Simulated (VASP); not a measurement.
OSZICAR of a VASP run on Ga₃₃As₃₁:

**OSZICAR**
```
...
DAV:   1    -0.250349672605E+03   -0.63792E-02   -0.94476E-01   322   0.176E+00    0.501E-01
RMM:   2    -0.250345544168E+03    0.41284E-02   -0.52021E-02   322   0.389E-01    0.147E-01
RMM:   3    -0.250346020510E+03   -0.47634E-03   -0.82896E-03   341   0.160E-01    0.895E-02
RMM:   4    -0.250345959045E+03    0.61465E-04   -0.11548E-03   324   0.643E-02    0.377E-02
RMM:   5    -0.250345978373E+03   -0.19328E-04   -0.31351E-04   334   0.314E-02    0.135E-02
RMM:   6    -0.250345983037E+03   -0.46631E-05   -0.60558E-05   254   0.137E-02
  13 F= -.25034598E+03 E0= -.25033906E+03  d E =-.797457E-02
       N       E                     dE             d eps       ncg     rms          rms(c)
DAV:   1    -0.250346560357E+03   -0.58198E-03   -0.89174E-02   340   0.541E-01    0.162E-01
RMM:   2    -0.250346239738E+03    0.32062E-03   -0.50402E-03   322   0.120E-01    0.423E-02
RMM:   3    -0.250346259830E+03   -0.20092E-04   -0.68577E-04   330   0.486E-02    0.268E-02
RMM:   4    -0.250346260200E+03   -0.37013E-06   -0.12438E-04   321   0.198E-02    0.147E-02
RMM:   5    -0.250346259878E+03    0.32141E-06   -0.30691E-05   224   0.103E-02
  14 F= -.25034626E+03 E0= -.25033635E+03  d E =-.825142E-02
       N       E                     dE             d eps       ncg     rms          rms(c)
DAV:   1    -0.250351020223E+03   -0.47600E-02   -0.93352E-02   340   0.546E-01    0.176E-01
RMM:   2    -0.250350456879E+03    0.56334E-03   -0.58774E-03   322   0.126E-01    0.418E-02
RMM:   3    -0.250350510409E+03   -0.53530E-04   -0.83578E-04   337   0.509E-02    0.275E-02
RMM:   4    -0.250350505699E+03    0.47100E-05   -0.12324E-04   320   0.205E-02    0.126E-02
RMM:   5    -0.250350506613E+03   -0.91365E-06   -0.29613E-05   226   0.991E-03
  15 F= -.25035051E+03 E0= -.25034379E+03  d E =-.424673E-02
       N       E                     dE             d eps       ncg     rms          rms(c)
DAV:   1    -0.250355857484E+03   -0.53518E-02   -0.35408E-01   322   0.106E+00    0.268E-01
RMM:   2    -0.250355475893E+03    0.38159E-03   -0.20096E-02   322   0.241E-01    0.809E-02
RMM:   3    -0.250355736457E+03   -0.26056E-03   -0.32859E-03   342   0.983E-02    0.486E-02
RMM:   4    -0.250355726665E+03    0.97923E-05   -0.43283E-04   327   0.390E-02    0.177E-02
RMM:   5    -0.250355734571E+03   -0.79064E-05   -0.97658E-05   285   0.175E-02
  16 F= -.25035573E+03 E0= -.25035348E+03  d E =-.947469E-02
       N       E                     dE             d eps       ncg     rms          rms(c)
DAV:   1    -0.250355859723E+03   -0.13306E-03   -0.35276E-02   364   0.337E-01    0.758E-02
RMM:   2    -0.250355897791E+03   -0.38068E-04   -0.19927E-03   322   0.768E-02    0.237E-02
RMM:   3    -0.250355929488E+03   -0.31697E-04   -0.33693E-04   341   0.315E-02    0.151E-02
RMM:   4    -0.250355930214E+03   -0.72608E-06   -0.42944E-05   238   0.124E-02
  17 F= -.25035593E+03 E0= -.25035450E+03  d E =-.967034E-02
       N       E                     dE             d eps       ncg     rms          rms(c)
DAV:   1    -0.250360238805E+03   -0.43093E-02   -0.53868E-02   340   0.435E-01    0.961E-02
RMM:   2    -0.250360340315E+03   -0.10151E-03   -0.31678E-03   322   0.103E-01    0.301E-02
RMM:   3    -0.250360388025E+03   -0.47711E-04   -0.52650E-04   344   0.412E-02    0.176E-02
RMM:   4    -0.250360390000E+03   -0.19742E-05   -0.60615E-05   267   0.151E-02
  18 F= -.25036039E+03 E0= -.25035922E+03  d E =-.445979E-02
       N       E                     dE             d eps       ncg     rms          rms(c)
DAV:   1    -0.250363969400E+03   -0.35814E-02   -0.26751E-01   346   0.970E-01    0.210E-01
RMM:   2    -0.250364535936E+03   -0.56654E-03   -0.15649E-02   322   0.229E-01    0.676E-02
RMM:   3    -0.250364767770E+03   -0.23183E-03   -0.26124E-03   342   0.919E-02    0.386E-02
RMM:   4    -0.250364779707E+03   -0.11937E-04   -0.30684E-04   330   0.337E-02    0.163E-02
RMM:   5    -0.250364787155E+03   -0.74483E-05   -0.78192E-05   296   0.167E-02
  19 F= -.25036479E+03 E0= -.25036406E+03  d E =-.885694E-02
       N       E                     dE             d eps       ncg     rms          rms(c)
DAV:   1    -0.250368583545E+03   -0.38038E-02   -0.12949E-01   348   0.673E-01    0.119E-01
RMM:   2    -0.250369018350E+03   -0.43480E-03   -0.67917E-03   322   0.151E-01    0.379E-02
RMM:   3    -0.250369133990E+03   -0.11564E-03   -0.11552E-03   338   0.624E-02    0.249E-02
RMM:   4    -0.250369143007E+03   -0.90173E-05   -0.15091E-04   325   0.238E-02    0.110E-02
RMM:   5    -0.250369146592E+03   -0.35849E-05   -0.37357E-05   234   0.117E-02
  20 F= -.25036915E+03 E0= -.25036866E+03  d E =-.435944E-02
       N       E                     dE             d eps       ncg     rms          rms(c)
DAV:   1    -0.250370288724E+03   -0.11457E-02   -0.33871E-01   338   0.109E+00    0.190E-01
RMM:   2    -0.250371448125E+03   -0.11594E-02   -0.17835E-02   322   0.246E-01    0.613E-02
RMM:   3    -0.250371748744E+03   -0.30062E-03   -0.30315E-03   336   0.101E-01    0.400E-02
RMM:   4    -0.250371773744E+03   -0.25000E-04   -0.40823E-04   330   0.387E-02    0.181E-02
RMM:   5    -0.250371782494E+03   -0.87494E-05   -0.97425E-05   306   0.188E-02
  21 F= -.25037178E+03 E0= -.25037153E+03  d E =-.699534E-02
       N       E                     dE             d eps       ncg     rms          rms(c)
DAV:   1    -0.250373381619E+03   -0.16079E-02   -0.12308E-01   364   0.656E-01    0.123E-01
RMM:   2    -0.250373752700E+03   -0.37108E-03   -0.64321E-03   322   0.149E-01    0.412E-02
RMM:   3    -0.250373852837E+03   -0.10014E-03   -0.10764E-03   339   0.608E-02    0.251E-02
RMM:   4    -0.250373860909E+03   -0.80720E-05   -0.14239E-04   327   0.231E-02    0.103E-02
RMM:   5    -0.250373864304E+03   -0.33956E-05   -0.33476E-05   226   0.112E-02
  22 F= -.25037386E+03 E0= -.25037369E+03  d E =-.208181E-02
       N       E                     dE             d eps       ncg     rms          rms(c)
DAV:   1    -0.250373960300E+03   -0.99392E-04   -0.81194E-03   372   0.169E-01    0.315E-02
RMM:   2    -0.250373988216E+03   -0.27916E-04   -0.44081E-04   322   0.390E-02    0.108E-02
RMM:   3    -0.250373995749E+03   -0.75329E-05   -0.75064E-05   265   0.160E-02    0.688E-03
RMM:   4    -0.250373996462E+03   -0.71284E-06   -0.98450E-06   193   0.606E-03
  23 F= -.25037400E+03 E0= -.25037384E+03  d E =-.221397E-02
       N       E                     dE             d eps       ncg     rms          rms(c)
DAV:   1    -0.250373997004E+03   -0.12549E-05   -0.16491E-03   340   0.761E-02    0.142E-02
RMM:   2    -0.250374002541E+03   -0.55374E-05   -0.88527E-05   315   0.175E-02    0.480E-03
RMM:   3    -0.250374004083E+03   -0.15418E-05   -0.14485E-05   202   0.720E-03    0.298E-03
RMM:   4    -0.250374004301E+03   -0.21800E-06   -0.20038E-06   121   0.273E-03
  24 F= -.25037400E+03 E0= -.25037385E+03  d E =-.222181E-02
       N       E                     dE             d eps       ncg     rms          rms(c)
DAV:   1    -0.250374819238E+03   -0.81515E-03   -0.35425E-02   340   0.357E-01    0.679E-02
RMM:   2    -0.250374928849E+03   -0.10961E-03   -0.17947E-03   322   0.789E-02    0.241E-02
RMM:   3    -0.250374956211E+03   -0.27361E-04   -0.31295E-04   343   0.325E-02    0.139E-02
RMM:   4    -0.250374957173E+03   -0.96203E-06   -0.38660E-05   234   0.123E-02
  25 F= -.25037496E+03 E0= -.25037483E+03  d E =-.952871E-03
       N       E                     dE             d eps       ncg     rms          rms(c)
DAV:   1    -0.250375089709E+03   -0.13350E-03   -0.21058E-02   348   0.275E-01    0.520E-02
RMM:   2    -0.250375158301E+03   -0.68592E-04   -0.10859E-03   322   0.615E-02    0.189E-02
RMM:   3    -0.250375176348E+03   -0.18047E-04   -0.19491E-04   340   0.255E-02    0.112E-02
RMM:   4    -0.250375177211E+03   -0.86282E-06   -0.23787E-05   215   0.968E-03
  26 F= -.25037518E+03 E0= -.25037506E+03  d E =-.117291E-02
       N       E                     dE             d eps       ncg     rms          rms(c)
DAV:   1    -0.250375715719E+03   -0.53937E-03   -0.45880E-02   338   0.402E-01    0.695E-02
RMM:   2    -0.250375887158E+03   -0.17144E-03   -0.22997E-03   322   0.886E-02    0.251E-02
RMM:   3    -0.250375927393E+03   -0.40234E-04   -0.41535E-04   343   0.371E-02    0.156E-02
RMM:   4    -0.250375929197E+03   -0.18045E-05   -0.51982E-05   245   0.142E-02
  27 F= -.25037593E+03 E0= -.25037584E+03  d E =-.751986E-03
       N       E                     dE             d eps       ncg     rms          rms(c)
DAV:   1    -0.250375989367E+03   -0.61974E-04   -0.31804E-02   348   0.334E-01    0.576E-02
RMM:   2    -0.250376111325E+03   -0.12196E-03   -0.16131E-03   322   0.743E-02    0.212E-02
RMM:   3    -0.250376140966E+03   -0.29642E-04   -0.29921E-04   345   0.313E-02    0.135E-02
RMM:   4    -0.250376142424E+03   -0.14573E-05   -0.37117E-05   231   0.120E-02
  28 F= -.25037614E+03 E0= -.25037607E+03  d E =-.965213E-03
       N       E                     dE             d eps       ncg     rms          rms(c)
DAV:   1    -0.250376495455E+03   -0.35449E-03   -0.61794E-02   322   0.462E-01    0.793E-02
RMM:   2    -0.250376731316E+03   -0.23586E-03   -0.31254E-03   322   0.102E-01    0.282E-02
RMM:   3    -0.250376785404E+03   -0.54088E-04   -0.56269E-04   340   0.430E-02    0.177E-02
RMM:   4    -0.250376788503E+03   -0.30987E-05   -0.73104E-05   267   0.166E-02
  29 F= -.25037679E+03 E0= -.25037672E+03  d E =-.646079E-03
```

**Question.** Which electronic solver shows in the log?

**Answer.** It is blocked Davidson (ALGO = Normal, or the opening steps of other solvers) and then RMM-DIIS (ALGO = Fast or VeryFast). The INCAR had ALGO = Fast.

**Question.** Can the final energy be trusted as converged?

**Answer.** The run converged. It stopped with EDIFF = 1E-5, NELM = 100, NSW = 60 and EDIFFG = -0.03 after 29 ionic steps (PBE GGA, plane waves, VASP's PBE PAW potentials (set 64)). The cell is charged, with a uniform compensating background. The supercell is sampled at Γ alone, which is coarse: total energies, pressure and levels can be off, energies of defects by several tenths of an eV.

The cell is a supercell with a defect, built from GaAs (zinc blende): Ga_As, charge -2. The run is not spin-polarised, so no state with unpaired spins was tried.
